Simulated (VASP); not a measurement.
# Si3SnSe4 (Pm-3m) in VASP: further runs

The runs below take Si3SnSe4 through single point, relaxation of cell and atoms, with PBE.

Program: VASP 6.6.1. These are calculated values, not measurements. Logs are shortened: lines on timing, memory, paths and dates and some standing lists are left out, and cuts for length are marked.

## Step 1: The cell of the first run

Symmetry: Pm-3m, No. 221, cubic system. The conventional cell has a = 5.189 Å, b = 5.189 Å, c = 5.189 Å, α = 90.00°, β = 90.00°, γ = 90.00°. Around Si (site symmetry 4/mmm) lie 2 Sn at 2.59 Å and 4 Se at 2.59 Å. Around Sn (site symmetry m-3m) lie 6 Si at 2.59 Å. Se (site symmetry 4/mmm) is surrounded by 4 Si at 2.59 Å and 2 Se at 2.59 Å. Se (site symmetry m-3m) is surrounded by 6 Se at 2.59 Å.

The cell was built by a generator and needn't be a form met in nature.

## Step 2: Single point, PBE (random cell by space group and Wyckoff sites (Pm-3m, No. 221))

File INCAR:

```
PREC     = Accurate       # precision mode
ENCUT    = 520            # plane-wave cutoff, eV
EDIFF    = 1E-6           # SCF threshold, eV
ISMEAR   = 0              # smearing method
SIGMA    = 0.1            # smearing width, eV
LREAL    = False          # projectors in reciprocal space
LASPH    = True           # aspherical terms in the spheres
NELM     = 100            # most SCF steps
ALGO     = Normal         # electronic algorithm
ISIF     = 2              # what is computed and relaxed
LWAVE    = False          # write WAVECAR
LCHARG   = True           # write CHGCAR
GGA      = PE             # functional
LELF     = True           # ELF
LVHAR    = True         
NBANDS   = 35             # bands
```

File KPOINTS:

```
Automatic mesh
0
Gamma
  4 4 4
```

File POSCAR:

```
Si3SnSe4
1.0
    5.1886435500      0.0000000000      0.0000000000
    0.0000000000      5.1886435500      0.0000000000
    0.0000000000      0.0000000000      5.1886435500
Si Sn Se
3 1 4
Direct
    0.0000000000      0.5000000000      0.5000000000
    0.5000000000      0.0000000000      0.5000000000
    0.5000000000      0.5000000000      0.0000000000
    0.5000000000      0.5000000000      0.5000000000
    0.5000000000      0.0000000000      0.0000000000
    0.0000000000      0.5000000000      0.0000000000
    0.0000000000      0.0000000000      0.5000000000
    0.0000000000      0.0000000000      0.0000000000
```

Potentials or basis: VASP PAW PBE potentials, release 64 (Si, Sn_d, Se).

Launch:

```bash
> cat potpaw_PBE.64/Si/POTCAR potpaw_PBE.64/Sn_d/POTCAR potpaw_PBE.64/Se/POTCAR > POTCAR
> mpirun -np 1 vasp_std > vasp.out
```

OUTCAR:

```text
PREC = Accurate
   ENCUT = 520
   EDIFF = 1E-6
   ISMEAR = 0
   LREAL = False
   LASPH = True
   NELM = 100
   ISIF = 2
   GGA = PE

 ion  position               nearest neighbor table
   1  0.000  0.500  0.500-   4 2.59   6 2.59   7 2.59   6 2.59   7 2.59   4 2.59
   2  0.500  0.000  0.500-   4 2.59   5 2.59   7 2.59   5 2.59   4 2.59   7 2.59
   3  0.500  0.500  0.000-   4 2.59   5 2.59   6 2.59   4 2.59   5 2.59   6 2.59
   4  0.500  0.500  0.500-   1 2.59   2 2.59   3 2.59   3 2.59   2 2.59   1 2.59
   5  0.500  0.000  0.000-   2 2.59   3 2.59   8 2.59   2 2.59   3 2.59   8 2.59
   6  0.000  0.500  0.000-   1 2.59   3 2.59   8 2.59   1 2.59   8 2.59   3 2.59
   7  0.000  0.000  0.500-   1 2.59   2 2.59   8 2.59   8 2.59   1 2.59   2 2.59
   8  0.000  0.000  0.000-   5 2.59   6 2.59   7 2.59   7 2.59   6 2.59   5 2.59

  LATTYP: Found a simple cubic cell.
 ALAT       =     5.1886435500

  Lattice vectors:

 A1 = (   5.1886435500,   0.0000000000,   0.0000000000)
 A2 = (   0.0000000000,   5.1886435500,   0.0000000000)
 A3 = (   0.0000000000,   0.0000000000,   5.1886435500)

Analysis of symmetry for initial positions (statically):
=====================================================================
 Subroutine PRICEL returns:
 Original cell was already a primitive cell.

 Routine SETGRP: Setting up the symmetry group for a
 simple cubic supercell.

 Subroutine GETGRP returns: Found 48 space group operations
 (whereof 48 operations were pure point group operations)
 out of a pool of 48 trial point group operations.

The static configuration has the point symmetry O_h .

Analysis of symmetry for dynamics (positions and initial velocities):
=====================================================================
 Subroutine PRICEL returns:
 Original cell was already a primitive cell.

 Routine SETGRP: Setting up the symmetry group for a
 simple cubic supercell.

 Subroutine GETGRP returns: Found 48 space group operations
 (whereof 48 operations were pure point group operations)
 out of a pool of 48 trial point group operations.

The dynamic configuration has the point symmetry O_h .

 Subroutine INISYM returns: Found 48 space group operations
 (whereof 48 operations are pure point group operations),
 and found     1 'primitive' translations

[... 96 lines left out ...]
   NFREE  =      0    steps in history (QN), initial steepest desc. (CG)
   ISIF   =      2    stress and relaxation
   ISYM   =      2    0-nonsym 1-usesym 2-fastsym
   POTIM  = 0.5000    time-step for ionic-motion
   TEBEG  =    0.0;   TEEND  =   0.0 temperature during run
   PSTRESS=    0.0 pullay stress
   NELECT =      50.0000    total number of electrons
   NUPDOWN=      -1.0000    fix difference up-down
   EMIN   =  10.00;   EMAX   =-10.00  energy-range for DOS
   EFERMI =   0.00;   METHOD = LEGACY
   ISMEAR =     0;   SIGMA  =   0.10  broadening in eV -4-tet -1-fermi 0-gaus
   EFERMI_NEDOS =   21; number of points for ismear=-14 and -15
   IALGO  =     38    algorithm
   IMIX   =      4    mixing-type and parameters
     AMIX     =   0.40;   BMIX     =  1.00
     AMIX_MAG =   1.60;   BMIX_MAG =  1.00
  volume/ion in A,a.u.               =      17.46       117.83
  Fermi-wavevector in a.u.,A,eV,Ry     =   1.162370  2.196560 18.382881  1.351104
  Thomas-Fermi vector in A             =   2.298932
   LORBIT       =      0    0 simple, 1 ext, 2 COOP (PROOUT), +10 PAW based schemes
   GGA     = PE    functional components
   LHFCALC =     F    Hartree Fock is set to
   AEXX    =    0.0000 exact exchange contribution
   IVDW    =     0    specifies the selected vdW correction
   LEPSILON=     F    determine dielectric tensor
   LRPA    =     F    only Hartree local field effects (RPA)
 non-spin polarized calculation
 Gauss-broadening in eV      SIGMA  =   0.10
  energy-cutoff  :      520.00
  volume of cell :      139.69
 maximum number of plane-waves:      3840
 NGX is ok and might be reduce to    40
   NGX = 19   NGY = 19   NGZ = 19

 number of electron      49.9999990 magnetization

 Free energy of the ion-electron system (eV)
  ---------------------------------------------------
  ext. energy  EPLUGINS =         0.00000000
  ---------------------------------------------------
  free energy    TOTEN  =       -30.21230817 eV

  energy without entropy =      -30.16935441  energy(sigma->0) =      -30.19083129

 E-fermi :   9.0142     XC(G=0): -10.9800

 val. band max:        9.0142089203   @ k =   0.2500   0.0000   0.0000
 cond. band min:       9.0573218504   @ k =   0.5000   0.2500   0.2500
 fundamental gap:      0.0431129301
 Fermi energy:         9.0142371471

 k-point     1 :       0.0000    0.0000    0.0000
  band No.  band energies     occupation
      1     -12.3720      2.00000
      2     -12.3720      2.00000
      3     -12.2704      2.00000
      4     -12.2704      2.00000
      5     -12.2704      2.00000
      6      -8.8336      2.00000
[... 369 lines left out ...]
     34      11.7970      0.00000
     35      11.7970      0.00000

------------------------ aborting loop because EDIFF is reached ----------------------------------------

  FORCE on cell =-STRESS in cart. coord.  units (eV):
  Direction    XX          YY          ZZ          XY          YZ          ZX
  --------------------------------------------------------------------------------------
  -------------------------------------------------------------------------------------
  Total       18.9445700     18.9445700     18.9445700      0.0000000      0.0000000     -0.0000000
  in kB      217.2870404    217.2870404    217.2870404      0.0000000      0.0000000     -0.0000000
  external PRESSURE =     217.2870404 kB  Pullay stress =       0.0000000 kB

 VOLUME and BASIS-vectors are now :
 -----------------------------------------------------------------------------
  energy-cutoff  :      520.00
  volume of cell :      139.69
      direct lattice vectors                 reciprocal lattice vectors
     5.188643550  0.000000000  0.000000000     0.192728599  0.000000000  0.000000000
     0.000000000  5.188643550  0.000000000     0.000000000  0.192728599  0.000000000
     0.000000000  0.000000000  5.188643550     0.000000000  0.000000000  0.192728599

 POSITION                                       TOTAL-FORCE (eV/Angst)
 -----------------------------------------------------------------------------------
      0.00000      2.59432      2.59432         0.000000      0.000000      0.000000
      2.59432      0.00000      2.59432         0.000000      0.000000      0.000000
      2.59432      2.59432      0.00000         0.000000      0.000000      0.000000
      2.59432      2.59432      2.59432         0.000000      0.000000      0.000000
      2.59432      0.00000      0.00000         0.000000      0.000000      0.000000
      0.00000      2.59432      0.00000         0.000000      0.000000      0.000000
      0.00000      0.00000      2.59432         0.000000      0.000000      0.000000
      0.00000      0.00000      0.00000         0.000000      0.000000      0.000000
 -----------------------------------------------------------------------------------
    total drift:                               -0.000000      0.000000     -0.000000

  FREE ENERGIE OF THE ION-ELECTRON SYSTEM (eV)
  ---------------------------------------------------
  free  energy   TOTEN  =       -30.2123081730 eV

  energy  without entropy=      -30.1693544077  energy(sigma->0) =      -30.19083129
```

OSZICAR:

```text
N       E                     dE             d eps       ncg     rms          rms(c)
DAV:   1     0.377572156094E+03    0.37757E+03   -0.21638E+04   716   0.152E+03
DAV:   2     0.243541102435E+02   -0.35322E+03   -0.33015E+03   708   0.363E+02
DAV:   3    -0.282948241252E+02   -0.52649E+02   -0.50098E+02   833   0.121E+02
[... 13 lines left out ...]
DAV:  17    -0.302123642578E+02    0.15809E-03   -0.93151E-05   823   0.422E-02    0.104E-01
DAV:  18    -0.302123208943E+02    0.43364E-04   -0.52723E-05   858   0.300E-02    0.611E-02
DAV:  19    -0.302123103110E+02    0.10583E-04   -0.11453E-05   852   0.151E-02    0.320E-02
DAV:  20    -0.302123090761E+02    0.12349E-05   -0.11500E-06   558   0.553E-03    0.186E-02
DAV:  21    -0.302123081730E+02    0.90307E-06   -0.61935E-07   448   0.357E-03
   1 F= -.30212308E+02 E0= -.30190831E+02  d E =-.429538E-01
```

stdout:

```text
POSCAR found type information on POSCAR SiSnSe
 POSCAR found :  3 types and       8 ions
 scaLAPACK will be used
 LDA part: xc-table for (Slater+PW92), standard interpolation
 POSCAR, INCAR and KPOINTS ok, starting setup
 FFT: planning ... GRIDC
 FFT: planning ... GRID_SOFT
 FFT: planning ... GRID
 WAVECAR not read
 entering main loop
```

Run time: 45 s. Hardware: 1 thread of Intel Xeon 6975P-C (Granite Rapids), shared host; peak memory 0.25 GiB.

What came out:

```
Free energy            : -30.2123 eV
Pressure               : 21.7 GPa
Band gap on the k mesh : none (metal or under the smearing width)
```

Caveat: so large a pressure means that the cell lies far from this level's equilibrium, or that cutoff or potentials fall short.

[end of part 1 of 2]
